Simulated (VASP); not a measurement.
# Biaxial (001) strain of fcc aluminium from −2 % to +2 %: normal strain, stress and strain energy with PBEsol

The usual rule of thumb for a strained metal film is that Hooke's law holds up to a strain of a percent or two. We test it on aluminium, because film stress and thickness change are routinely estimated from two elastic constants. Equal strain is imposed along both axes of the (001) plane, and the normal is left free of stress. Strains and energies are measured from the unstrained crystal relaxed with PBEsol, and tension counts as positive. We want the response along the normal, the in-plane stress, the energy per atom, the moduli that follow from them, and the strain at which proportionality is lost.

## Computational details

The start is an entry of the ASE's table of reference states database. The crystal was relaxed with PBEsol. Equal strain is imposed in the (001) plane; the strain along the normal is adjusted until the normal stress vanishes, and the atoms are relaxed with PBEsol. VASP 6.6.1, plane waves with PAW, cutoff 450 eV, no spin polarisation, no spin-orbit coupling, k mesh 25×25×25, static lattice. The same in all rows: band gap on the k mesh at PBEsol: 0.000 eV.

Notes on method and selection:

- Runs that did not converge, have known faults or may not be shown are not listed, and runs on Ansatz's PAW sets soft_1 and soft_2 are kept to separate tables.

Columns:

- strain (%): strain in the plane (tension positive).
- normal strain (%): strain along the normal.
- stress (GPa): in-plane stress, tension positive.
- strain energy (meV/atom): energy per atom above the relaxed crystal.

Input lines of one member:

```
PREC = Accurate
ENCUT = 450
EDIFF = 1E-07
NELM = 120
ISMEAR = 1
SIGMA = 0.15
LREAL = .FALSE.
ALGO = Normal
GGA = PS
NBANDS = 7
LASPH = .TRUE.
LORBIT = 11
KPAR = 2
IBRION = 1
NSW = 25
```

Command (options for logging and memory left out): `mpirun -np 2 vasp_std`

## The series

| member | strain (%) | normal strain (%) | stress (GPa) | strain energy (meV/atom) |
| --- | --- | --- | --- | --- |
| −2 % | −2.0 | 1.993 | −2.81 | 5.28 |
| −1.5 % | −1.5 | 1.541 | −1.98 | 2.88 |
| −1 % | −1.0 | 1.074 | −1.24 | 1.27 |
| −0.5 % | −0.5 | 0.536 | −0.60 | 0.33 |
| 0 % | 0.0 | 0.000 | 0.00 | 0.00 |
| +0.5 % | 0.5 | −0.555 | 0.55 | 0.25 |
| +1 % | 1.0 | −1.044 | 1.13 | 1.06 |
| +1.5 % | 1.5 | −1.523 | 1.66 | 2.46 |
| +2 % | 2.0 | −2.119 | 2.01 | 4.43 |

Least-squares fits to the whole series, with x = strain (%); R² and errors in the fitted variable (y, or ln y where the fit is in ln y):

| y | members | fit | R² | rms residual | leave-one-out rms | the same for the mean of the others |
| --- | --- | --- | --- | --- | --- | --- |
| normal strain (%) | 9 | y = −0.01078 − 1.032 x | 1.00 | 0.036 | 0.051 | 1.5 |
| stress (GPa) | 9 | y = −0.1422 + 1.203 x | 0.99 | 0.15 | 0.22 | 1.8 |

## Why the values move as they do

The crystal thins when stretched and thickens when compressed, by nearly the same percentage as the imposed strain: +2 % in the plane gives −2.119 % along the normal. The stress rises from −2.81 to 2.01 GPa across the series. The energy grows roughly as the square of the strain, and at each magnitude compression costs more than tension.

The simplest model rests on three assumptions:

1. Stress is linear in strain, with the constants $C_{11}$ and $C_{12}$ of the cubic crystal.
2. The normal stress is zero.
3. The cell shape is the only freedom. This is exact here: the strained cell is tetragonal with one atom, on which symmetry allows no force.

Let $\varepsilon$ be the in-plane strain and $\varepsilon_z$ the normal strain. The normal stress is

$$\sigma_z = 2C_{12}\,\varepsilon + C_{11}\,\varepsilon_z = 0,$$

so that

$$\varepsilon_z = -a\,\varepsilon, \qquad a = 2C_{12}/C_{11}.$$

Stretching the plane lowers the stress-free thickness because $C_{12}$ is positive. Constant volume would need $a = 2$. With $a$ close to 1, about half of the area change is compensated and the volume follows the sign of the strain.

The in-plane stress is

$$\sigma = (C_{11}+C_{12})\,\varepsilon + C_{12}\,\varepsilon_z = M\varepsilon, \qquad M = C_{11}+C_{12}-2C_{12}^2/C_{11}.$$

Two in-plane directions each contribute work $\tfrac12\sigma\varepsilon$ per volume, and the free normal contributes none. With the volume per atom $\Omega$, the energy per atom is

$$u = \Omega M\varepsilon^2 = K\varepsilon^2.$$

The three parameters are therefore $a$, $M$ and $K$. The shear constant $C_{44}$ does not enter, since this strain contains no shear between the cubic axes.

## The model against the table

We fix the model on the members −1 % and +1 %. Averaging their magnitudes cancels the lowest-order difference between compression and tension.

- $a$ = (1.074 + 1.044) / 2 = 1.059
- $M$ = (1.24 + 1.13) / 2 = 1.185 GPa per %, or 1.185 × 100 = 118.5 GPa
- $K$ = (1.27 + 1.06) / 2 = 1.165 meV/atom per %²

The moduli follow from $C_{12}/C_{11}$ = 1.059 / 2 = 0.5295:

- $C_{11}$ = 118.5 / (1 + 0.5295 − 2 × 0.5295²) = 122.3 GPa
- $C_{12}$ = 0.5295 × 122.3 = 64.8 GPa

For the ±0.5 % pair, $M$ = (0.60 + 0.55) / 2 / 0.005 = 115 GPa and $C_{12}/C_{11}$ = (0.536 + 0.555) / 2 / 0.5 / 2 = 0.5455. The same steps then give $C_{11}$ = 115 / (1 + 0.5455 − 2 × 0.5455²) = 121 GPa and $C_{12}$ = 0.5455 × 121 = 66 GPa, and the slopes fitted to the whole series give 122 and 63 GPa. $C_{12}$ is thus settled to a few GPa.

For four other members, with the tabulated value in brackets:

- **−2 %:** normal strain 1.059 × 2.0 = 2.118 % (1.993); stress −1.185 × 2.0 = −2.37 GPa (−2.81); energy 1.165 × 4.00 = 4.66 meV/atom (5.28).
- **−0.5 %:** 1.059 × 0.5 = 0.530 % (0.536); −1.185 × 0.5 = −0.59 GPa (−0.60); 1.165 × 0.25 = 0.29 meV/atom (0.33).
- **+1.5 %:** −1.059 × 1.5 = −1.589 % (−1.523); 1.185 × 1.5 = 1.78 GPa (1.66); 1.165 × 1.5 × 1.5 = 2.62 meV/atom (2.46).
- **+2 %:** −1.059 × 2.0 = −2.118 % (−2.119); 1.185 × 2.0 = 2.37 GPa (2.01); 4.66 meV/atom (4.43).

Over all nine rows the rms miss is 0.05 % in normal strain, 0.21 GPa in stress and 0.25 meV/atom in energy. Predicting each row by the mean of the others misses by 1.5 %, 1.8 GPa and 2.0 meV/atom.

## Residuals

Largest departures from the fit to the whole series:

| member | normal strain (%) | fit | computed − fit | in rms residuals |
| --- | --- | --- | --- | --- |
| −2 % | 1.993 | 2.053 | −0.060 | 1.7 |
| −1 % | 1.074 | 1.021 | +0.053 | 1.5 |
| +2 % | −2.119 | −2.075 | −0.044 | 1.2 |
| +1.5 % | −1.523 | −1.559 | +0.036 | 1.0 |

The tabulated stress lies below the model line at both ends: by 2.81 − 2.37 = 0.44 GPa at −2 % (19 % more compressive stress than the model gives) and by 2.37 − 2.01 = 0.36 GPa at +2 % (15 % less tension). The assumption that fails is constant moduli. Compression shortens the mean atomic spacing and steepens the repulsion, while tension does the reverse. Tension also carries the tetragonal cell towards the bcc shape, which should soften it further. Both effects have the right sign, but the series does not separate them. Geometry is not the cause: the area of a side face changes by at most 0.2 %. The same curvature produces the intercept of −0.1422 GPa in the straight-line fit, although the unstrained crystal carries no stress.

The row at +2 % is also uneven against its neighbours. From +1.5 % to +2 % the stress gains only 2.01 − 1.66 = 0.35 GPa, after 0.53 GPa in the step before, and the ratio of normal to in-plane strain rises from 1.02 to 1.06 after falling. We suspect the sampling of the Fermi surface first: a shift of 0.05 % in normal strain corresponds to an error in the normal stress of only 122 × 0.0005 = 0.06 GPa. A real change of the Fermi surface with strain is the other possibility. Part of the shortfall in stress at +2 % may therefore be numerical.

## What to take away

In the rows up to ±1 %, linear elasticity gives the stress to within 0.06 GPa. At ±2 % it is off by 15 to 19 % of its own value, too low in magnitude for compression and too high for tension. If a miss of a tenth of the model stress is taken as the limit, proportionality is lost between −1 % and −1.5 % in compression, and between +1.5 % and +2 % in tension. The normal strain stays closer to proportionality, within 0.13 % strain in every row.

Two omitted effects matter for a real film. Dislocation glide, absent from a one-atom cell, relieves stress: in soft bulk aluminium it would remove most of the 1.13 GPa found at +1 %, leaving roughly 0.1 GPa or less. A thin film can hold more, because its thickness and grain size hinder glide. Heating from the static lattice to room temperature lowers the moduli by very roughly 10 %, which is more than the nonlinearity at ±1 %.

[Logs are printed without paths, hosts, clocks, repeated set-up lines and the standing remarks that a program may print on its own settings, such as how far it seeks lower states.]
